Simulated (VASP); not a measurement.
Consider the following.

```
CELL_PARAMETERS angstrom
      2.06619     1.19292     6.80780
     -2.06619     1.19292     6.80780
      0.00000    -2.38583     6.80780
ATOMIC_POSITIONS crystal
  Zn 0.49924 0.49924 0.49924
  Cd 0.00186 0.00186 0.00186
  Se 0.13043 0.13043 0.13043
  Se 0.61847 0.61847 0.61847
```

Level of theory: PBEsol GGA, VASP's PBE PAW potentials (set 64) (plane waves; VASP 6.6.1). Numerical set-up: 400 eV cut-off, Gaussian smearing of 0.050 eV, potentials Zn Cd Se.

Problem. Estimate the band gap (along the path) with the smallest direct gap where there is one.

Solution. 
* **band gap (along the path)**: 0.62 eV
* **smallest direct gap (along the path)**: 0.62 eV

The absolute energy has meaning only against runs of the same code, potentials and settings.

The structure comes from a computed database's ZnCdSe2 entry (R3m); how it stands against other phases isn't given here. It was relaxed first, which changed the volume by -6 %.
